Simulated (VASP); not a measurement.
Runs of VASP 6.6.1 on Al2O3. The structure is trigonal, space group R-3c (No. 167). The conventional cell has a = 4.754 Å, b = 4.754 Å, c = 12.990 Å, α = 90.00°, β = 90.00°, γ = 120.00°. Al (site symmetry 3) has 6 O at 1.85 to 1.97 Å as nearest neighbours. Around O (site symmetry 2) lie 4 Al at 1.85 to 1.97 Å. 

```csv
level,k mesh,grid for exact exchange (PRECFOCK),screening parameter,mesh quality,gap on the mesh (eV),pressure (GPa),largest force (eV/Å)
TB-mBJ,4 × 4 × 4,-,-,not flagged,7.99,-,-
HSE06,3 × 3 × 3,Fast,0.2 1/A,coarse,8.14,-0.2,0.09
PBE,4 × 4 × 4,-,-,not flagged,(a),8.1,0.06
r2SCAN,4 × 4 × 4,-,-,not flagged,(b),0.2,0.11
```

Alike in all rows: task single point; potentials or basis VASP PAW PBE potentials, release 64 (Al, O); no spin polarisation; cell as given; cutoff (eV) 520; smearing fermi-dirac 0.05 eV.

Task: Fill in the values left out.

Result: (a) 6.26; (b) 7.18.

Caveats: some runs use coarse meshes; the PAW data sets were made with another functional, which shifts forces and pressure a little (some runs); an odd mesh through Γ misses points on the zone boundary, where band edges often lie (some runs).

Not every run made on this cell is shown here.
